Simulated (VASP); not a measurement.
PbS (space group R3m): the band gap from VASP (plane waves, PAW) at several levels of theory. Gaps are without spin-orbit coupling. Each level names its cell: its own relaxed one, PBE's, or the starting one. A gap is the smallest over the k-mesh and a band path; hybrids may have named points in place of the path, and GW has the mesh alone.

```csv
level,band gap (eV)
r2SCAN (own cell),0.70
HSE06 (PBE cell),0.96
```

The cell of the r2SCAN (own cell) run:

```cif
data_Pb3S3
_chemical_formula_sum 'Pb3 S3'
_space_group_name_H-M_alt 'R3m :H'
_space_group_IT_number 160
_space_group_name_Hall 'R 3 -2"'
_cell_length_a 4.22455
_cell_length_b 4.22455
_cell_length_c 10.33897
_cell_angle_alpha 90.000
_cell_angle_beta 90.000
_cell_angle_gamma 120.000
loop_
_atom_site_label
_atom_site_type_symbol
_atom_site_symmetry_multiplicity
_atom_site_Wyckoff_symbol
_atom_site_fract_x
_atom_site_fract_y
_atom_site_fract_z
_atom_site_occupancy
Pb1 Pb 3 a 0.00000 0.00000 0.97872 1
S1 S 3 a 0.00000 0.00000 0.47688 1
```
(The calculation used a cell of 2 atoms; values per cell refer to that cell.)

Only levels that ran to the end are used. Left out are those held back, those with too coarse a band path, GW runs whose mesh misses a band edge, hybrids' fits of cells that aren't cubic and levels without matching references; a question may draw on a part of the rest.

The structure comes from a computed database's PbS entry (R3m); how it stands against other phases isn't given here.
